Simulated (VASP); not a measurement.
Data:

```
CELL_PARAMETERS angstrom
      4.12290     0.00000     0.00000
      0.00000     4.12290     0.00000
      0.00000     0.00000     4.12290
ATOMIC_POSITIONS crystal
  Cu 0.75000 0.25000 0.75000
  Cu 0.25000 0.75000 0.75000
  Cu 0.75000 0.75000 0.25000
  Cu 0.25000 0.25000 0.25000
  O  0.00000 0.00000 0.00000
  O  0.50000 0.50000 0.50000
```

Calculation: PBE GGA, VASP's PBE PAW potentials (set 64) (plane waves; VASP). Run with 620 eV cut-off, 6×6×6 Γ-centred mesh, Gaussian smearing of 0.050 eV, potentials Cu O.

Energy and stress use the plane-wave basis of the starting cell.

The ions, cell shape and volume at an external pressure of 30.0 GPa are relaxed. Give the cell that the relaxation ends in.

```
CELL_PARAMETERS angstrom
      4.06040     0.00000     0.00000
      0.00000     4.06040     0.00000
      0.00000     0.00000     4.06040
ATOMIC_POSITIONS crystal
  Cu 0.75000 0.25000 0.75000
  Cu 0.25000 0.75000 0.75000
  Cu 0.75000 0.75000 0.25000
  Cu 0.25000 0.25000 0.25000
  O  0.00000 0.00000 0.00000
  O  0.50000 0.50000 0.50000
```
Space group Pn-3m (224), at a tolerance of 0.03 Å.

How do energy and volume change from the first to the last step?

The energy (σ→0) changes by +80.4 meV/atom and the volume by -4.5 %, in 3 ionic steps.

The compound is Cu2O in the cuprite structure. This run relaxes it under an external pressure of 30 GPa. Symmetry was kept, so distortions that lower it aren't found.
